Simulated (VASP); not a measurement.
Level of theory: PBEsol GGA, VASP's PBE PAW potentials (set 64) (plane waves; VASP).

A VASP calculation is set up with these files.

**INCAR**
```
SYSTEM = MoS2 monolayer
PREC = Normal; ENCUT = 400; LREAL = .FALSE.
LASPH = .TRUE.
EDIFF = 1E-5; NELM = 100; NELMIN = 4
ALGO = Normal; LMAXMIX = 4
ISMEAR = 0; SIGMA = 0.05
GGA = PS
IBRION = 2; NSW = 50; ISIF = 4
EDIFFG = -0.03
LWAVE = .TRUE.; LCHARG = .FALSE.
```

### POSCAR
```
MoS2 monolayer
1.0
  3.1422691914   0.0000000000   0.0000000000
 -1.5711345957   2.7212846740   0.0000000000
  0.0000000000   0.0000000000  19.5346050722
Mo S
1 2
Cart
  1.5711361668   0.9070939842   9.7673025361
 -0.0000015711   1.8141906898  11.3838887788
 -0.0000015711   1.8141906898   8.1507162934
```

File KPOINTS:
```
Automatic
0
Gamma
 12 12 1
```

POTCAR, in this order: Mo_sv S (PBE.64 set). Program: vasp_std.

The run wrote:

OUTCAR:
```
 ion  position               nearest neighbor table
   1  0.667  0.333  0.500-   2 2.43   3 2.43   2 2.43   3 2.43   2 2.43   3 2.43
   2  0.333  0.667  0.583-   1 2.43   1 2.43   1 2.43
   3  0.333  0.667  0.417-   1 2.43   1 2.43   1 2.43
  LATTYP: Found a hexagonal cell.
 ALAT       =     3.1422691914
 C/A-ratio  =     6.2167191550
 Subroutine PRICEL returns:
 Original cell was already a primitive cell.
 Subroutine GETGRP returns: Found 12 space group operations
The static configuration has the point symmetry D_3h.
The dynamic configuration has the point symmetry D_3h.
 Subroutine INISYM returns: Found 12 space group operations
 Subroutine IBZKPT returns following result:
 Found     19 irreducible k-points:

 Following reciprocal coordinates:
            Coordinates               Weight
  0.000000  0.000000  0.000000      1.000000
  0.083333  0.000000  0.000000      6.000000
  0.166667  0.000000  0.000000      6.000000
  0.250000 -0.000000  0.000000      6.000000
  0.333333  0.000000  0.000000      6.000000
  0.416667  0.000000  0.000000      6.000000
  0.500000 -0.000000  0.000000      3.000000
  0.083333  0.083333  0.000000      6.000000
  0.166667  0.083333  0.000000     12.000000
  0.250000  0.083333  0.000000     12.000000
  0.333333  0.083333  0.000000     12.000000
  0.416667  0.083333  0.000000     12.000000
  0.166667  0.166667  0.000000      6.000000
  0.250000  0.166667  0.000000     12.000000
  0.333333  0.166667  0.000000     12.000000
  0.416667  0.166667  0.000000      6.000000
  0.250000  0.250000  0.000000      6.000000
  0.333333  0.250000  0.000000     12.000000
  0.333333  0.333333  0.000000      2.000000
   k-points           NKPTS =     19   k-points in BZ     NKDIM =     19   number of bands    NBANDS=     17
   number of dos      NEDOS =    301   number of ions     NIONS =      3
   total plane-waves  NPLWV =  24576
   dimension x,y,z NGX =    16 NGY =   16 NGZ =   96
   dimension x,y,z NGXF=    32 NGYF=   32 NGZF=  192
   ions per type =               1   2
   PREC   = normal    normal or accurate (medium, high low for compatibility)
   ISTART =      0    job   : 0-new  1-cont  2-samecut
   ICHARG =      2    charge: 1-file 2-atom 10-const
   ISPIN  =      1    spin polarized calculation?
   LNONCOLLINEAR =      F non collinear calculations
   LSORBIT =      F    spin-orbit coupling
   INIWAV =      1    electr: 0-lowe 1-rand  2-diag
   ENCUT  =  400.0 eV  29.40 Ry    5.42 a.u.   5.12  5.12 31.86*2*pi/ulx,y,z
   NELM   =    100;   NELMIN=  4; NELMDL= -5     # of ELM steps
   EDIFF  = 0.1E-04   stopping-criterion for ELM
   LREAL  =      F    real-space projection
   NLSPLINE    = F    spline interpolate recip. space projectors
   LMAXMIX     =    4 max onsite mixed and CHGCAR
   VOSKOWN=      0    Vosko Wilk Nusair interpolation
   EDIFFG = -.3E-01   stopping-criterion for IOM
   NSW    =     50    number of steps for IOM
   NBLOCK =      1;   KBLOCK =     50    inner block; outer block
   IBRION =      2    ionic relax: 0-MD 1-quasi-New 2-CG
   NFREE  =      1    steps in history (QN), initial steepest desc. (CG)
   ISIF   =      4    stress and relaxation
   ISYM   =      2    0-nonsym 1-usesym 2-fastsym
   TEIN   =    0.0    initial temperature
   TEBEG  =    0.0;   TEEND  =   0.0 temperature during run
   SMASS  =  -3.00    Nose mass-parameter (am)
   PSTRESS=    0.0 pullay stress
   NELECT =      26.0000    total number of electrons
   EFERMI =   0.00;   METHOD = LEGACY
   ISMEAR =     0;   SIGMA  =   0.05  broadening in eV -4-tet -1-fermi 0-gaus
   IALGO  =     38    algorithm
   LDIAG  =      T    sub-space diagonalisation (order eigenvalues)
   IMIX   =      4    mixing-type and parameters
     AMIX     =   0.40;   BMIX     =  1.00
...
```

### OSZICAR
```
...
DAV:   7    -0.234020762386E+02   -0.67625E-04   -0.86892E-04   768   0.127E-01    0.598E-02
DAV:   8    -0.234022701943E+02   -0.19396E-03   -0.10224E-04   671   0.637E-02    0.350E-02
DAV:   9    -0.234026955739E+02   -0.42538E-03   -0.24045E-04   720   0.688E-02    0.318E-02
DAV:  10    -0.234028201872E+02   -0.12461E-03   -0.53526E-05   728   0.332E-02    0.125E-02
DAV:  11    -0.234028845354E+02   -0.64348E-04   -0.29791E-05   680   0.230E-02    0.128E-02
DAV:  12    -0.234028870759E+02   -0.25404E-05   -0.37796E-06   546   0.817E-03
   2 F= -.23402887E+02 E0= -.23402887E+02  d E =-.433074E-01
       N       E                     dE             d eps       ncg     rms          rms(c)
DAV:   1    -0.234363556076E+02   -0.33471E-01   -0.11058E+00   646   0.885E+00    0.993E-01
DAV:   2    -0.234209826449E+02    0.15373E-01   -0.13778E-01   779   0.218E+00    0.657E-01
DAV:   3    -0.234170264645E+02    0.39562E-02   -0.26574E-02   690   0.114E+00    0.401E-01
DAV:   4    -0.234154475894E+02    0.15789E-02   -0.46739E-03   781   0.433E-01    0.263E-01
DAV:   5    -0.234150188232E+02    0.42877E-03   -0.13546E-03   794   0.222E-01    0.825E-02
DAV:   6    -0.234149424820E+02    0.76341E-04   -0.10833E-04   796   0.738E-02    0.458E-02
DAV:   7    -0.234148959851E+02    0.46497E-04   -0.58490E-05   784   0.322E-02    0.154E-02
DAV:   8    -0.234149075503E+02   -0.11565E-04   -0.47248E-05   764   0.354E-02    0.149E-02
DAV:   9    -0.234149463400E+02   -0.38790E-04   -0.91327E-06   444   0.178E-02    0.370E-03
DAV:  10    -0.234149676502E+02   -0.21310E-04   -0.17832E-06   367   0.800E-03    0.297E-03
DAV:  11    -0.234149871919E+02   -0.19542E-04   -0.12707E-06   473   0.578E-03    0.145E-03
DAV:  12    -0.234149998006E+02   -0.12609E-04   -0.10489E-06   467   0.388E-03    0.120E-03
DAV:  13    -0.234150022809E+02   -0.24804E-05   -0.12260E-07   323   0.195E-03
   3 F= -.23415002E+02 E0= -.23415002E+02  d E =-.554226E-01
       N       E                     dE             d eps       ncg     rms          rms(c)
DAV:   1    -0.234150370008E+02   -0.37200E-04   -0.20519E-03   646   0.380E-01    0.425E-02
DAV:   2    -0.234150060728E+02    0.30928E-04   -0.23867E-04   798   0.913E-02    0.266E-02
DAV:   3    -0.234149997635E+02    0.63093E-05   -0.49082E-05   573   0.491E-02    0.177E-02
DAV:   4    -0.234149966021E+02    0.31614E-05   -0.82144E-06   323   0.198E-02
   4 F= -.23414997E+02 E0= -.23414997E+02  d E =-.554170E-01
       N       E                     dE             d eps       ncg     rms          rms(c)
DAV:   1    -0.234257939773E+02   -0.10794E-01   -0.47491E-01   646   0.531E+00    0.780E-01
DAV:   2    -0.234209653441E+02    0.48286E-02   -0.52198E-02   694   0.146E+00    0.439E-01
DAV:   3    -0.234194138943E+02    0.15514E-02   -0.60490E-03   654   0.567E-01    0.148E-01
DAV:   4    -0.234188938486E+02    0.52005E-03   -0.19912E-03   808   0.266E-01    0.125E-01
DAV:   5    -0.234187602228E+02    0.13363E-03   -0.31689E-04   769   0.108E-01    0.190E-02
DAV:   6    -0.234187397833E+02    0.20439E-04   -0.31882E-05   738   0.341E-02    0.148E-02
DAV:   7    -0.234187360492E+02    0.37341E-05   -0.10058E-05   444   0.168E-02
   5 F= -.23418736E+02 E0= -.23418736E+02  d E =-.373945E-02
       N       E                     dE             d eps       ncg     rms          rms(c)
DAV:   1    -0.234858445293E+02   -0.67105E-01   -0.42415E+00   646   0.159E+01    0.249E+00
DAV:   2    -0.234429023745E+02    0.42942E-01   -0.48151E-01   702   0.445E+00    0.136E+00
DAV:   3    -0.234286864297E+02    0.14216E-01   -0.55245E-02   646   0.173E+00    0.460E-01
DAV:   4    -0.234241281772E+02    0.45583E-02   -0.17055E-02   808   0.784E-01    0.406E-01
DAV:   5    -0.234228453846E+02    0.12828E-02   -0.32848E-03   768   0.352E-01    0.582E-02
DAV:   6    -0.234226265755E+02    0.21881E-03   -0.29746E-04   826   0.102E-01    0.425E-02
DAV:   7    -0.234225093868E+02    0.11719E-03   -0.10782E-04   824   0.488E-02    0.157E-02
DAV:   8    -0.234225282319E+02   -0.18845E-04   -0.17690E-05   589   0.232E-02    0.113E-02
DAV:   9    -0.234226239138E+02   -0.95682E-04   -0.54354E-05   807   0.282E-02    0.577E-03
DAV:  10    -0.234226752482E+02   -0.51334E-04   -0.45806E-06   422   0.117E-02    0.838E-03
DAV:  11    -0.234227231448E+02   -0.47897E-04   -0.19208E-06   506   0.785E-03    0.164E-03
DAV:  12    -0.234227458298E+02   -0.22685E-04   -0.16066E-06   496   0.547E-03    0.301E-03
DAV:  13    -0.234227560078E+02   -0.10178E-04   -0.66847E-07   410   0.340E-03    0.133E-03
DAV:  14    -0.234227572074E+02   -0.11997E-05   -0.36007E-07   401   0.248E-03
   6 F= -.23422757E+02 E0= -.23422757E+02  d E =-.776061E-02
       N       E                     dE             d eps       ncg     rms          rms(c)
DAV:   1    -0.234241809614E+02   -0.14250E-02   -0.86930E-02   646   0.227E+00    0.322E-01
DAV:   2    -0.234232064513E+02    0.97451E-03   -0.94477E-03   694   0.621E-01    0.187E-01
DAV:   3    -0.234229292277E+02    0.27722E-03   -0.10615E-03   654   0.240E-01    0.630E-02
DAV:   4    -0.234228193584E+02    0.10987E-03   -0.36716E-04   831   0.114E-01    0.493E-02
DAV:   5    -0.234228088978E+02    0.10461E-04   -0.44527E-05   685   0.407E-02    0.912E-03
DAV:   6    -0.234228159191E+02   -0.70213E-05   -0.60912E-06   323   0.160E-02
   7 F= -.23422816E+02 E0= -.23422816E+02  d E =-.781932E-02
       N       E                     dE             d eps       ncg     rms          rms(c)
DAV:   1    -0.234230801162E+02   -0.27122E-03   -0.16303E-02   646   0.987E-01    0.140E-01
DAV:   2    -0.234228750306E+02    0.20509E-03   -0.17852E-03   694   0.270E-01    0.817E-02
DAV:   3    -0.234228251589E+02    0.49872E-04   -0.20024E-04   654   0.104E-01    0.275E-02
DAV:   4    -0.234228080404E+02    0.17118E-04   -0.70973E-05   793   0.498E-02    0.221E-02
DAV:   5    -0.234228175688E+02   -0.95284E-05   -0.89704E-06   323   0.187E-02
   8 F= -.23422818E+02 E0= -.23422818E+02  d E =-.782097E-02
       N       E                     dE             d eps       ncg     rms          rms(c)
DAV:   1    -0.234228670967E+02   -0.59056E-04   -0.22317E-03   646   0.361E-01    0.526E-02
DAV:   2    -0.234228640081E+02    0.30887E-05   -0.23001E-04   694   0.976E-02    0.300E-02
DAV:   3    -0.234228629355E+02    0.10725E-05   -0.25510E-05   442   0.376E-02    0.108E-02
DAV:   4    -0.234228703742E+02   -0.74387E-05   -0.91090E-06   415   0.198E-02
   9 F= -.23422870E+02 E0= -.23422870E+02  d E =-.787377E-02
       N       E                     dE             d eps       ncg     rms          rms(c)
DAV:   1    -0.234244242486E+02   -0.15613E-02   -0.62515E-02   646   0.219E+00    0.238E-01
DAV:   2    -0.234232479657E+02    0.11763E-02   -0.88483E-03   771   0.551E-01    0.166E-01
DAV:   3    -0.234229553522E+02    0.29261E-03   -0.14345E-03   692   0.265E-01    0.825E-02
DAV:   4    -0.234228339644E+02    0.12139E-03   -0.37959E-04   830   0.124E-01    0.613E-02
DAV:   5    -0.234228133647E+02    0.20600E-04   -0.40146E-05   657   0.411E-02    0.311E-02
DAV:   6    -0.234228012749E+02    0.12090E-04   -0.10292E-05   404   0.220E-02    0.708E-03
DAV:   7    -0.234227997385E+02    0.15364E-05   -0.35261E-06   323   0.107E-02
  10 F= -.23422800E+02 E0= -.23422800E+02  d E =0.706357E-04
       N       E                     dE             d eps       ncg     rms          rms(c)
DAV:   1    -0.234235018306E+02   -0.70056E-03   -0.21304E-02   646   0.128E+00    0.138E-01
DAV:   2    -0.234231124089E+02    0.38942E-03   -0.29120E-03   771   0.317E-01    0.952E-02
DAV:   3    -0.234230241579E+02    0.88251E-04   -0.47570E-04   689   0.153E-01    0.483E-02
DAV:   4    -0.234229954978E+02    0.28660E-04   -0.12598E-04   823   0.715E-02    0.354E-02
DAV:   5    -0.234229899000E+02    0.55978E-05   -0.13542E-05   527   0.240E-02
  11 F= -.23422990E+02 E0= -.23422990E+02  d E =-.119526E-03
```

### OUTCAR
```
------------------------ aborting loop because EDIFF is reached ----------------------------------------
  FORCE on cell =-STRESS in cart. coord.  units (eV):
  Direction    XX          YY          ZZ          XY          YZ          ZX
  --------------------------------------------------------------------------------------
  Total       -0.1457311     -0.1457311     -0.1583355     -0.0000000     -0.0000000      0.0000000
  in kB       -1.3977864     -1.3977862     -1.5186818     -0.0000000     -0.0000000      0.0000000
  external PRESSURE =      -1.4380848 kB  Pullay stress =       0.0000000 kB
  volume of cell :      167.04
      direct lattice vectors                 reciprocal lattice vectors
     3.142068304 -0.000000000  0.000000000     0.318261700  0.183748494 -0.000000000
    -1.571034152  2.721110739 -0.000000000     0.000000000  0.367496988 -0.000000000
     0.000000000  0.000000000 19.537102761    -0.000000000  0.000000000  0.051184662
 POSITION                                       TOTAL-FORCE (eV/Angst)
 -----------------------------------------------------------------------------------
      1.57104      0.90704      9.76855         0.000000     -0.000000     -0.000000
     -0.00000      1.81407     11.32670        -0.000000     -0.000000     -0.001434
     -0.00000      1.81407      8.21041        -0.000000      0.000000      0.001434
 -----------------------------------------------------------------------------------
    total drift:                               -0.001299      0.000752      0.000000
  FREE ENERGIE OF THE ION-ELECTRON SYSTEM (eV)
  ---------------------------------------------------
  free  energy   TOTEN  =       -23.4229899000 eV

  energy  without entropy=      -23.4229899000  energy(sigma->0) =      -23.42298990

 reached required accuracy - stopping structural energy minimisation
```
(Selected blocks of OUTCAR.)

File CONTCAR:
```
MoS2 monolayer
   1.00000000000000
     3.1420683035451260   -0.0000000000000000    0.0000000000000000
    -1.5710341517725630    2.7211107387384095   -0.0000000000000000
     0.0000000000000000    0.0000000000000000   19.5371027605864036
  Mo              S
     1     2
Direct
     0.6666669999999968    0.3333330000000032    0.5000000000000000
     0.3333330000000032    0.6666669999999968    0.5797531428971279
     0.3333330000000032    0.6666669999999968    0.4202468571028722
```

The cell is a sheet with vacuum, built from MoS2 (2H layered).
